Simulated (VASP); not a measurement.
Here is the system:

```
NbP
1.0
   -1.65897     1.65897     5.64108
    1.65897    -1.65897     5.64108
    1.65897     1.65897    -5.64108
Nb P
2 2
Direct
  0.75016   0.75016   0.00000
  0.50016   0.00016   0.50000
  0.33247   0.33247   0.00000
  0.08247   0.58247   0.50000
```

Calculation: PBEsol GGA, VASP's PBE PAW potentials (set 64) (plane waves; VASP). Settings: 400 eV cut-off, Gaussian smearing of 0.050 eV, potentials Nb_sv P.

Problem. Give the energies of bands 11 to 21 at the high-symmetry points, in eV from the Fermi level.

Solution. 
```tsv
band	Γ	X	P	N	M	S	R
11	-6.35	-5.18	-5.25	-6.34	-4.11	-6.40	-5.23
12	-3.16	-5.18	-5.25	-5.63	-4.11	-5.50	-5.23
13	-2.31	-4.75	-4.65	-3.51	-2.85	-3.36	-4.69
14	-2.31	-4.75	-4.65	-3.36	-2.85	-3.33	-4.69
15	-2.27	-2.88	-2.94	-2.42	-2.81	-2.39	-2.86
16	-1.79	-2.88	-2.94	-1.90	-2.81	-2.27	-2.86
17	-1.40	-0.48	-0.46	-1.60	-0.52	-1.52	-0.52
18	-1.40	-0.48	-0.46	-0.09	-0.52	-0.22	-0.52
19	0.80	3.08	3.09	0.03	1.19	0.17	2.87
20	1.64	3.08	3.09	1.34	1.19	1.70	2.87
21	2.79	3.20	3.19	2.56	2.42	2.49	3.27
```

It has no gap at this level: it comes out as a metal or semimetal.

The structure comes from a computed database's NbP entry (I4_1md); how it stands against other phases isn't given here. It was relaxed first.
